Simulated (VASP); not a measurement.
Input of a VASP 6.6.1 run:

Contents of POSCAR:

```
NbTe
1.0
    3.7029743866      0.0000000000      0.0000000000
   -1.8514871933      3.2068698884      0.0000000000
    0.0000000000      0.0000000000      3.6942110000
Te Nb
1 1
Direct
    0.6666666667      0.3333333333      0.0000000000
    0.0000000000      0.0000000000      0.5000000000
```

Contents of INCAR.step1:

```
  PREC = Accurate
  ENCUT = 520
  EDIFF = 1E-5
  ISMEAR = -1
  SIGMA = 0.05
  LREAL = False
  LASPH = True
  NELM = 80
  ALGO = Normal
  ISIF = 2
  LWAVE = True
  NBANDS = 16
  GGA = PE
```

The input INCAR.step2:

```
  PREC = Accurate
  ENCUT = 520
  EDIFF = 1E-6
  ISMEAR = -1
  SIGMA = 0.05
  LREAL = False
  LASPH = True
  NELM = 80
  ALGO = Normal
  ISIF = 2
  LWAVE = False
  LCHARG = False
  GGA = PE
  LHFCALC = True
  HFSCREEN = 0.6
  AEXX = 0.25
  PRECFOCK = Fast
  NBANDS = 16
  ISTART = 1
```

File KPOINTS:

```
Automatic mesh
0
Gamma
  4 4 4
```

Potentials or basis: VASP PAW PBE potentials, release 64 (Te, Nb_sv).

The run is started by

```sh
$ cat potpaw_PBE.64/Te/POTCAR potpaw_PBE.64/Nb_sv/POTCAR > POTCAR
$ cp INCAR.step1 INCAR
$ mpirun -np 1 vasp_std > vasp.out
$ cp INCAR.step2 INCAR
$ mpirun -np 1 vasp_std > vasp.out
```

(1) Estimate the pressure.

(2) Predict the band gap on the k mesh.

Results:

(1) -3.2 GPa.

(2) none (metal or under the smearing width).

Caveat: the k mesh is coarse (spacing up to 0.49 Å⁻¹), so the values aren't converged, least of all with exact exchange; the PAW data sets were made with another functional, which shifts forces and pressure a little.
